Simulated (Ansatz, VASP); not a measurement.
Sr2BN4: VASP beside Ansatz

Contents of INCAR:

```
SYSTEM = Sr2BN4
PREC     = Accurate       ! precision mode
ENCUT    = 520            ! plane-wave cutoff, eV
EDIFF    = 1E-6           ! SCF threshold, eV
ISMEAR   = 0              ! smearing method
SIGMA    = 0.1            ! smearing width, eV
LREAL    = .FALSE.        ! projectors in reciprocal space
LASPH    = .TRUE.         ! aspherical terms in the spheres
NELM     = 100            ! most SCF steps
ALGO     = Normal         ! electronic algorithm
ISIF     = 2              ! what is computed and relaxed
LWAVE    = .FALSE.        ! write WAVECAR
LCHARG   = .FALSE.        ! write CHGCAR
GGA      = PE             ! functional
NBANDS   = 30             ! bands
```

Contents of KPOINTS:

```
regular mesh
0
G
  6 6 6
  0 0 0
```

Contents of POSCAR:

```
Sr2BN4
1.0
   -1.8354730100      1.8354730100      6.6612898100
    1.8354730100     -1.8354730100      6.6612898100
    1.8354730100      1.8354730100     -6.6612898100
Sr B N
2 1 4
Direct
    0.3743041800      0.3743041800      0.0000000000
    0.6256958200      0.6256958200      0.0000000000
    0.0000000000      0.0000000000      0.0000000000
    0.8608367800      0.8608367800      0.0000000000
    0.0000000000      0.5000000000      0.5000000000
    0.5000000000      0.0000000000      0.5000000000
    0.1391632200      0.1391632200      0.0000000000
```

Input for Ansatz:

```yaml
crystal:
  lattice:
    - [-1.83547301, 1.83547301, 6.66128981]
    - [1.83547301, -1.83547301, 6.66128981]
    - [1.83547301, 1.83547301, -6.66128981]
  atoms:
    - { symbol: Sr, position: [0.37430418, 0.37430418, 0.0] }
    - { symbol: Sr, position: [0.62569582, 0.62569582, 0.0] }
    - { symbol: B, position: [0.0, 0.0, 0.0] }
    - { symbol: "N", position: [0.86083678, 0.86083678, 0.0] }
    - { symbol: "N", position: [0.0, 0.5, 0.5] }
    - { symbol: "N", position: [0.5, 0.0, 0.5] }
    - { symbol: "N", position: [0.13916322, 0.13916322, 0.0] }
basis:
  ecutwfc: 420
kpoints:
  mp_grid: { grid: [6, 6, 6] }
hamiltonian:
  xc: pbe
scf:
  occupations: { method: gaussian, width: 0.1 }
  lower_state_search: "off"
output:
  forces: true
  stress: true
  eigenvalues: true
```

Alike in both runs: task single point; functional PBE; k mesh 6 × 6 × 6; occupations gaussian, width 0.1 eV; no spin polarisation.

|  | VASP | Ansatz |
| --- | --- | --- |
| version | VASP 6.6.1 | Ansatz 0.2.0 |
| potentials or method | VASP PAW PBE potentials, release 64 (Sr_sv, B, N) | scalar-relativistic, plane waves, PAW |
| plane-wave cutoff (eV) | 520 | 420 |
| valence electrons in the cell | 43 | 43 |

|  | VASP | Ansatz | Ansatz less VASP |
| --- | --- | --- | --- |
| gap on the k mesh at the Fermi level (eV) | none | none | - |
| pressure (GPa) | 1.9 | 1.3 | -0.68 |
| largest component of the traceless stress (GPa) | 6.57 | 6.50 | -0.069 |
| rms of the force components (eV/Å) | 0.786 | 0.764 | -0.0223 |

Atom by atom the forces differ by 0.033 eV/Å (rms over components). A gap of «none» marks a metal or a gap that the smearing closes. With one functional, cell and mesh, what is left measures potentials, basis and numerics.

Caveats: the k mesh is coarse (spacing up to 0.40 Å⁻¹), so the values aren't converged; forces of over 1 eV/Å show positions far from the minimum, so gaps and moduli don't describe the material at rest.
